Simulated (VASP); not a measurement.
Computed with PBE GGA, VASP's PBE PAW potentials (set 64) (plane waves; VASP).

Input for VASP

**POSCAR**
```
GaZn31Se32
1.0
 11.4825331932   0.0000000000   0.0000000000
  0.0000000000  11.4825331932   0.0000000000
  0.0000000000   0.0000000000  11.4825331932
Zn Se Ga
31 32 1
Cartesian
  5.7412665966   0.0000000000   0.0000000000
  8.6118998949   2.8706332983   0.0000000000
  8.6118998949   0.0000000000   2.8706332983
  0.0000000000   0.0000000000   0.0000000000
  2.8706332983   2.8706332983   0.0000000000
  5.7412665966   5.7412665966   0.0000000000
  8.6118998949   8.6118998949   0.0000000000
  2.8706332983   0.0000000000   2.8706332983
  5.7412665966   2.8706332983   2.8706332983
  8.6118998949   5.7412665966   2.8706332983
  5.7412665966   0.0000000000   5.7412665966
  8.6118998949   2.8706332983   5.7412665966
  8.6118998949   0.0000000000   8.6118998949
  0.0000000000   5.7412665966   0.0000000000
  2.8706332983   8.6118998949   0.0000000000
  0.0000000000   2.8706332983   2.8706332983
  2.8706332983   5.7412665966   2.8706332983
  5.7412665966   8.6118998949   2.8706332983
  0.0000000000   0.0000000000   5.7412665966
  2.8706332983   2.8706332983   5.7412665966
  8.6118998949   8.6118998949   5.7412665966
  2.8706332983   0.0000000000   8.6118998949
  5.7412665966   2.8706332983   8.6118998949
  8.6118998949   5.7412665966   8.6118998949
  0.0000000000   8.6118998949   2.8706332983
  0.0000000000   5.7412665966   5.7412665966
  2.8706332983   8.6118998949   5.7412665966
  0.0000000000   2.8706332983   8.6118998949
  2.8706332983   5.7412665966   8.6118998949
  5.7412665966   8.6118998949   8.6118998949
  0.0000000000   8.6118998949   8.6118998949
  7.1765832457   1.4353166492   1.4353166492
 10.0472165441   4.3059499475   1.4353166492
 10.0472165441   1.4353166492   4.3059499475
  1.4353166492   1.4353166492   1.4353166492
  4.3059499475   4.3059499475   1.4353166492
  7.1765832457   7.1765832457   1.4353166492
 10.0472165441  10.0472165441   1.4353166492
  4.3059499475   1.4353166492   4.3059499475
  7.1813025669   4.3532694667   4.3461847438
 10.0472165441   7.1765832457   4.3059499475
  7.1765832457   1.4353166492   7.1765832457
 10.0472165441   4.3059499475   7.1765832457
 10.0472165441   1.4353166492  10.0472165441
  1.4353166492   7.1765832457   1.4353166492
  4.3059499475  10.0472165441   1.4353166492
  1.4353166492   4.3059499475   4.3059499475
  4.3166631509   7.1959083491   4.3100377293
  7.1765832457  10.0472165441   4.3059499475
  1.4353166492   1.4353166492   7.1765832457
  4.3182362580   4.3533728095   7.1933477442
  7.1524928911   7.1351198184   7.1941859691
 10.0472165441  10.0472165441   7.1765832457
  4.3059499475   1.4353166492  10.0472165441
  7.1765832457   4.3059499475  10.0472165441
 10.0472165441   7.1765832457  10.0472165441
  1.4353166492  10.0472165441   4.3059499475
  1.4353166492   7.1765832457   7.1765832457
  4.3059499475  10.0472165441   7.1765832457
  1.4353166492   4.3059499475  10.0472165441
  4.3059499475   7.1765832457  10.0472165441
  7.1765832457  10.0472165441  10.0472165441
  1.4353166492  10.0472165441  10.0472165441
  5.7358812885   5.7133640409   5.7803186920
```

### INCAR
```
SYSTEM = GaZn31Se32
PREC = Normal
ENCUT = 400
EDIFF = 1E-5
NELM = 100
ALGO = Fast
LREAL = Auto
LASPH = .TRUE.
ISMEAR = 0
SIGMA = 0.05
GGA = PE
LMAXMIX = 4
LWAVE = .FALSE.
LCHARG = .FALSE.
NELMIN = 4
ISYM = 0
NELECT = 566.0
IBRION = 2
ISIF = 2
NSW = 60
EDIFFG = -0.03
```

**KPOINTS**
```
Automatic mesh
0
Gamma
1 1 1
0 0 0
```

POTCAR, in this order: Zn Se Ga (PBE.64 set). Program: vasp_gam.

Output of the run:

File OSZICAR:
```
       N       E                     dE             d eps       ncg     rms          rms(c)
DAV:   1     0.679121827013E+04    0.67912E+04   -0.21712E+05   678   0.181E+03
DAV:   2     0.128240363985E+04   -0.55088E+04   -0.53556E+04   678   0.496E+02
DAV:   3    -0.509511740052E+02   -0.13334E+04   -0.12473E+04   753   0.198E+02
DAV:   4    -0.199778631325E+03   -0.14883E+03   -0.14688E+03   772   0.668E+01
DAV:   5    -0.203844457946E+03   -0.40658E+01   -0.40430E+01   748   0.104E+01    0.264E+01
RMM:   6    -0.195010862318E+03    0.88336E+01   -0.26602E+01   678   0.111E+01    0.204E+01
RMM:   7    -0.194253150006E+03    0.75771E+00   -0.10628E+01   678   0.603E+00    0.595E+00
RMM:   8    -0.194417842840E+03   -0.16469E+00   -0.18489E+00   684   0.235E+00    0.287E+00
RMM:   9    -0.194360572987E+03    0.57270E-01   -0.54710E-01   678   0.190E+00    0.171E+00
RMM:  10    -0.194349436082E+03    0.11137E-01   -0.12531E-01   680   0.951E-01    0.333E-01
RMM:  11    -0.194352945326E+03   -0.35092E-02   -0.24845E-02   696   0.310E-01    0.472E-01
RMM:  12    -0.194352297153E+03    0.64817E-03   -0.10390E-02   681   0.281E-01    0.814E-02
RMM:  13    -0.194352293454E+03    0.36984E-05   -0.10361E-03   689   0.585E-02    0.535E-02
RMM:  14    -0.194352313777E+03   -0.20322E-04   -0.29757E-04   686   0.363E-02    0.232E-02
RMM:  15    -0.194352307091E+03    0.66856E-05   -0.12247E-04   657   0.270E-02    0.599E-03
RMM:  16    -0.194352309056E+03   -0.19655E-05   -0.25315E-05   410   0.823E-03
   1 F= -.19435231E+03 E0= -.19435231E+03  d E =-.194352E+03
       N       E                     dE             d eps       ncg     rms          rms(c)
DAV:   1    -0.194422871674E+03   -0.70565E-01   -0.18848E+01   740   0.723E+00    0.838E-01
RMM:   2    -0.194439765396E+03   -0.16894E-01   -0.21581E-01   678   0.798E-01    0.294E-01
RMM:   3    -0.194440936592E+03   -0.11712E-02   -0.27194E-02   679   0.301E-01    0.197E-01
RMM:   4    -0.194440871404E+03    0.65188E-04   -0.52851E-03   693   0.153E-01    0.156E-01
RMM:   5    -0.194440720068E+03    0.15134E-03   -0.16788E-03   678   0.728E-02    0.464E-02
RMM:   6    -0.194440758586E+03   -0.38518E-04   -0.48162E-04   699   0.310E-02    0.282E-02
RMM:   7    -0.194440755904E+03    0.26826E-05   -0.85238E-05   555   0.170E-02
   2 F= -.19444076E+03 E0= -.19444076E+03  d E =-.884468E-01
       N       E                     dE             d eps       ncg     rms          rms(c)
DAV:   1    -0.194453253456E+03   -0.12495E-01   -0.72892E+00   740   0.451E+00    0.526E-01
RMM:   2    -0.194459448820E+03   -0.61954E-02   -0.80455E-02   678   0.485E-01    0.178E-01
RMM:   3    -0.194459857021E+03   -0.40820E-03   -0.10033E-02   678   0.183E-01    0.121E-01
RMM:   4    -0.194459813480E+03    0.43541E-04   -0.18907E-03   690   0.905E-02    0.930E-02
RMM:   5    -0.194459762914E+03    0.50566E-04   -0.62568E-04   677   0.448E-02    0.289E-02
RMM:   6    -0.194459778391E+03   -0.15477E-04   -0.17784E-04   628   0.190E-02    0.177E-02
RMM:   7    -0.194459777892E+03    0.49927E-06   -0.33900E-05   470   0.109E-02
   3 F= -.19445978E+03 E0= -.19445978E+03  d E =-.107469E+00
       N       E                     dE             d eps       ncg     rms          rms(c)
DAV:   1    -0.194460163760E+03   -0.38537E-03   -0.38947E-01   748   0.105E+00    0.121E-01
RMM:   2    -0.194460487786E+03   -0.32403E-03   -0.42114E-03   678   0.110E-01    0.407E-02
RMM:   3    -0.194460509153E+03   -0.21367E-04   -0.52369E-04   668   0.415E-02    0.276E-02
RMM:   4    -0.194460506747E+03    0.24063E-05   -0.97200E-05   612   0.197E-02
   4 F= -.19446051E+03 E0= -.19446051E+03  d E =-.108198E+00
       N       E                     dE             d eps       ncg     rms          rms(c)
DAV:   1    -0.194468113498E+03   -0.76043E-02   -0.22200E+00   700   0.256E+00    0.324E-01
RMM:   2    -0.194470615571E+03   -0.25021E-02   -0.29706E-02   678   0.294E-01    0.932E-02
RMM:   3    -0.194470878803E+03   -0.26323E-03   -0.36937E-03   680   0.112E-01    0.776E-02
RMM:   4    -0.194470875493E+03    0.33101E-05   -0.57177E-04   690   0.519E-02    0.583E-02
RMM:   5    -0.194470858154E+03    0.17339E-04   -0.19313E-04   665   0.266E-02    0.150E-02
RMM:   6    -0.194470861485E+03   -0.33309E-05   -0.40409E-05   489   0.104E-02
   5 F= -.19447086E+03 E0= -.19447086E+03  d E =-.103547E-01
       N       E                     dE             d eps       ncg     rms          rms(c)
DAV:   1    -0.194470550441E+03    0.30771E-03   -0.39990E+00   708   0.343E+00    0.431E-01
RMM:   2    -0.194475118425E+03   -0.45680E-02   -0.53999E-02   678   0.398E-01    0.125E-01
RMM:   3    -0.194475595540E+03   -0.47711E-03   -0.66633E-03   679   0.151E-01    0.106E-01
RMM:   4    -0.194475593006E+03    0.25341E-05   -0.10610E-03   693   0.701E-02    0.808E-02
RMM:   5    -0.194475559650E+03    0.33356E-04   -0.35257E-04   678   0.358E-02    0.202E-02
RMM:   6    -0.194475565653E+03   -0.60029E-05   -0.73052E-05   545   0.140E-02
   6 F= -.19447557E+03 E0= -.19447557E+03  d E =-.150589E-01
       N       E                     dE             d eps       ncg     rms          rms(c)
DAV:   1    -0.194475576289E+03   -0.16638E-04   -0.16874E-02   734   0.224E-01    0.290E-02
RMM:   2    -0.194475590220E+03   -0.13931E-04   -0.18624E-04   641   0.264E-02    0.891E-03
RMM:   3    -0.194475591748E+03   -0.15276E-05   -0.25723E-05   443   0.977E-03    0.485E-03
RMM:   4    -0.194475591815E+03   -0.67448E-07   -0.48189E-06   377   0.567E-03
   7 F= -.19447559E+03 E0= -.19447559E+03  d E =-.150851E-01
       N       E                     dE             d eps       ncg     rms          rms(c)
DAV:   1    -0.194476952338E+03   -0.13606E-02   -0.78806E-01   700   0.156E+00    0.146E-01
RMM:   2    -0.194477529876E+03   -0.57754E-03   -0.66972E-03   678   0.146E-01    0.456E-02
RMM:   3    -0.194477595017E+03   -0.65141E-04   -0.85391E-04   681   0.549E-02    0.376E-02
RMM:   4    -0.194477593798E+03    0.12190E-05   -0.12904E-04   691   0.252E-02    0.274E-02
RMM:   5    -0.194477589763E+03    0.40346E-05   -0.44079E-05   496   0.129E-02
   8 F= -.19447759E+03 E0= -.19447759E+03  d E =-.199795E-02
```

OUTCAR:
```
------------------------ aborting loop because EDIFF is reached ----------------------------------------
  FORCE on cell =-STRESS in cart. coord.  units (eV):
  Direction    XX          YY          ZZ          XY          YZ          ZX
  --------------------------------------------------------------------------------------
  Total       -6.3491162     -6.3716939     -6.3597954      0.0482174      0.0092455      0.0161890
  in kB       -6.7190942     -6.7429875     -6.7303957      0.0510272      0.0097843      0.0171324
  external PRESSURE =      -6.7308258 kB  Pullay stress =       0.0000000 kB
  volume of cell :     1513.96
      direct lattice vectors                 reciprocal lattice vectors
    11.482533193  0.000000000  0.000000000     0.087088797  0.000000000  0.000000000
     0.000000000 11.482533193  0.000000000     0.000000000  0.087088797  0.000000000
     0.000000000  0.000000000 11.482533193     0.000000000  0.000000000  0.087088797
  FREE ENERGIE OF THE ION-ELECTRON SYSTEM (eV)
  ---------------------------------------------------
  free  energy   TOTEN  =      -194.4775897635 eV

  energy  without entropy=     -194.4775897635  energy(sigma->0) =     -194.47758976

 reached required accuracy - stopping structural energy minimisation
```
(Selected blocks of OUTCAR.)

### CONTCAR
```
GaZn31Se32
   1.00000000000000
    11.4825331932000001    0.0000000000000000    0.0000000000000000
     0.0000000000000000   11.4825331932000001    0.0000000000000000
     0.0000000000000000    0.0000000000000000   11.4825331932000001
  Zn              Se              Ga
    31    32     1
Direct
     0.5000484316596145    0.0001232469539054    0.0000645380016444
     0.7502634262129889    0.2496670429531321    0.9999221356342519
     0.7502391849677399    0.9997833450304646    0.2498076313806534
     0.0000057928221000    0.0000068545569082    0.0000041051876383
     0.2498942042233529    0.2498247929976467    0.0003591105253824
     0.4999605687997373    0.4999367013012707    0.0001009526826074
     0.7502392983052951    0.7502756491492799    0.0002331036509204
     0.2498768345656684    0.0003978727115562    0.2498808884764598
     0.4978755715488190    0.2489192285765515    0.2489341980442219
     0.7517916628763481    0.5029384149912263    0.2483909865389381
     0.4999685262232099    0.0000427111636451    0.4999705540478511
     0.7517153206056476    0.2483636169760530    0.5027865751485180
     0.7502397515689072    0.0002613139519443    0.7502153982776147
     0.9999795914190249    0.4999806964787239    0.0001130338679413
     0.2496918619313587    0.7503276684351782    0.9999132795708648
     0.0003037698582842    0.2498374876234117    0.2498410569534314
     0.2485248410969986    0.4974786166130219    0.2485179706147961
     0.5028781089151561    0.7518535174853807    0.2482801170397404
     0.9999525988235585    0.0000528585414797    0.5000475970894316
     0.2484413922673586    0.2485042594674166    0.4975142326878748
     0.7513062040969538    0.7512927636411931    0.4977417179074747
     0.2497732093969963    0.9997965296107727    0.7502274745158701
     0.5028102238681623    0.2481865576039792    0.7519026357368253
     0.7520833912058298    0.4968726953553254    0.7521769289106729
     0.9997927214075574    0.7502870652714554    0.2497977328127955
     0.0000352857563702    0.4999662109858043    0.4999508380659254
     0.2482657442415787    0.7518302951623311    0.5026991207441271
     0.9998507114663425    0.2497139742731544    0.7502370974221421
     0.2476566619578580    0.5033729658837834    0.7524313373677325
     0.4971934526814291    0.7519018432190020    0.7519556029972141
     0.0001870873084840    0.7503455644504629    0.7502140036170935
     0.6250319704451784    0.1255048159584422    0.1255669076445479
     0.8745886318121310    0.3749667130648731    0.1254596871852007
     0.8746253480360218    0.1254360651958679    0.3749668739349191
     0.1250045836953443    0.1250178171697690    0.1250029678422981
     0.3752140820510283    0.3751579976706309    0.1248332813605265
     0.6248781242920378    0.6249233258798206    0.1246296952744344
     0.8750164611239113    0.8750112982890401    0.1250083178910496
     0.3751889874779749    0.1248866511404577    0.3751750599137462
     0.6238120038160880    0.3766550568218986    0.3767620620479861
     0.8753137872884066    0.6250002991849890    0.3752925315445972
     0.6249085721016802    0.1246973972862733    0.6249488348593712
     0.8754397435549180    0.3751013239354545    0.6249331215843208
     0.8750230650447762    0.1250257255243845    0.8750249244755196
     0.1254476102305298    0.6250877235212013    0.1254978474964259
     0.3749203708912960    0.8746354848010184    0.1254540506622847
     0.1247751475029495    0.3751717354640304    0.3751628369665461
     0.3760388544994948    0.6241202458568547    0.3762960497834664
     0.6249614784336054    0.8752393815580649    0.3752629960703757
     0.1253993298488151    0.1253961752393660    0.6250878842497428
     0.3754261508456769    0.3757786360803333    0.6247583223973310
     0.6240655918409311    0.6240901853376252    0.6247368518418673
     0.8745117785229266    0.8745558601786019    0.6250616182923782
     0.3749261007584294    0.1253612860183164    0.8747006227589095
     0.6248776509084131    0.3750701681716119    0.8754530664716293
     0.8747209073343224    0.6251085960338183    0.8747213380780964
     0.1254091936747451    0.8746712511991351    0.3749362533359264
     0.1245785356635037    0.6250330809839799    0.6248594151334685
     0.3751170006094096    0.8753215965045995    0.6249329024040424
     0.1252514455932968    0.3749093272185139    0.8748341464355904
     0.3751538562890861    0.6250074962577119    0.8755231150804680
     0.6250791619648948    0.8747024437780840    0.8747111496068327
     0.1250134422292458    0.8750123712473012    0.8750238115209804
     0.4992825995402038    0.5000931060124747    0.5014035003364609
```

File OUTCAR:
```
 val. band max:        1.3183495953   @ k =   0.0000   0.0000   0.0000

 cond. band min:       2.3671611197   @ k =   0.0000   0.0000   0.0000


 Fermi energy:         1.5700958776

 k-point     1 :       0.0000    0.0000    0.0000
  band No.  band energies     occupation
      1     -11.7971      2.00000
      2     -11.4345      2.00000
      3     -11.2904      2.00000
      4     -11.2862      2.00000
      5     -11.2823      2.00000
      6     -11.2139      2.00000
      7     -11.2129      2.00000
      8     -11.0842      2.00000
      9     -11.0818      2.00000
     10     -11.0805      2.00000
     11     -11.0533      2.00000
     12     -10.9544      2.00000
     13     -10.9529      2.00000
     14     -10.9523      2.00000
     15     -10.9487      2.00000
     16     -10.9479      2.00000
     17     -10.9476      2.00000
     18     -10.9419      2.00000
     19     -10.9415      2.00000
     20     -10.9061      2.00000
     21     -10.9053      2.00000
     22     -10.9046      2.00000
     23     -10.8997      2.00000
     24     -10.7579      2.00000
     25     -10.7573      2.00000
     26     -10.7554      2.00000
     27     -10.6785      2.00000
     28     -10.6778      2.00000
     29     -10.6772      2.00000
     30     -10.6525      2.00000
     31     -10.6511      2.00000
     32     -10.6504      2.00000
     33      -5.3309      2.00000
     34      -5.1087      2.00000
     35      -5.1083      2.00000
     36      -5.1075      2.00000
     37      -5.1069      2.00000
     38      -5.1061      2.00000
     39      -5.0770      2.00000
     40      -5.0767      2.00000
     41      -5.0759      2.00000
     42      -5.0573      2.00000
     43      -5.0552      2.00000
     44      -5.0544      2.00000
     45      -5.0535      2.00000
     46      -5.0518      2.00000
     47      -5.0511      2.00000
     48      -5.0449      2.00000
     49      -5.0438      2.00000
     50      -5.0435      2.00000
     51      -5.0431      2.00000
...
```

The cell is charged, with a uniform compensating background. The supercell is sampled at Γ alone, which is coarse: total energies, pressure and levels can be off, energies of defects by several tenths of an eV.

The cell is a supercell with a defect, built from ZnSe (zinc blende): Ga_Zn, charge +1. The run is not spin-polarised, so no state with unpaired spins was tried.
